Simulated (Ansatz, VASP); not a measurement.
# Si: VASP beside Ansatz

```
Si
1.0
     2.71448    2.71448    0.00000
    -2.71448    2.71448    0.00000
     0.00000    2.71448    2.69063
Si
2
Direct
  0.25000 0.75000 0.50000
  0.00000 0.00000 0.00000
```

Change from the starting cell: in-plane strain +0.005, out-of-plane length and atoms relaxed by PAW.

Alike in both runs: functional LDA; k mesh 8 × 8 × 8; no spin polarisation.

Ansatz relaxed the structure, and its values are those at the end. VASP's run is a single point on that final structure, the one shown.

|  | VASP | Ansatz |
| --- | --- | --- |
| version | VASP 6.6.1 | Ansatz 0.2.0 |
| potentials or method | VASP PAW LDA potentials, release 64 (Si) | PAW with Ansatz's default frozen-core files, scalar-relativistic |
| plane-wave cutoff (eV) | 520 | 420 |
| occupations | gaussian, width 0.01 eV | fixed |
| valence electrons in the cell | 8 | 8 |

Ansatz gave:

| Item | Value |
| --- | --- |
| pressure (GPa) | -0.6 |

Question: Estimate VASP's values.

Answer: Pressure (GPa): -0.5.
